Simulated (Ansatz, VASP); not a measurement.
HPbNO4 in VASP and in Ansatz

```xyz
7
Lattice="4.1710 0.1104 0.1670 1.9031 3.8652 0.1248 1.7490 1.2442 6.3299" Properties=species:S:1:pos:R:3 pbc="T T T"
H     6.1146    3.5159    4.2090
Pb    3.9145    4.7049    5.7326
N     2.1477    1.5193    1.9887
O     6.0759    3.5818    5.1830
O     2.2374    1.0483    0.8075
O     2.1675    0.7431    2.9591
O     2.0407    2.7537    2.1316
```

Change from the starting cell: volume scaled by 0.98.

Alike in both runs: task single point; functional PBE; k mesh 7 × 7 × 5; occupations fermi-dirac, width 0.05 eV; no spin polarisation.

```csv
,VASP,Ansatz
version,VASP 6.6.1,Ansatz 0.2.0
potentials or method,"VASP PAW PBE potentials, release 64 (H, Pb_d, N, O)",Ansatz PAW
plane-wave cutoff (eV),520,420
valence electrons in the cell,44,44
```

|  | VASP | Ansatz | Ansatz less VASP |
| --- | --- | --- | --- |
| gap on the k mesh at the Fermi level (eV) | 2.80 | 2.83 | +0.027 |
| least direct gap on the mesh (eV) | 2.83 | 2.86 | +0.027 |
| pressure (GPa) | 2.6 | 2.0 | -0.66 |
| largest component of the traceless stress (GPa) | 2.11 | 1.22 | -0.889 |
| rms of the force components (eV/Å) | 0.376 | 0.213 | -0.1632 |

Atom by atom the forces differ by 0.166 eV/Å (rms over components).

Caveats: spin-orbit coupling is left out, which as a rule narrows the gap of such compounds by several tenths of an eV; the standard files for N, O and F lose accuracy on very short bonds (VASP); an odd mesh through Γ misses points on the zone boundary, where band edges often lie (VASP); forces of over 1 eV/Å show positions far from the minimum, so gaps and moduli don't describe the material at rest (VASP); odd divisions of the mesh miss points on the zone boundary, where band edges often lie, so the gap on the mesh can be too wide (Ansatz); the pressure holds a Pulay correction of +0.6 GPa for the finite cutoff (Ansatz).
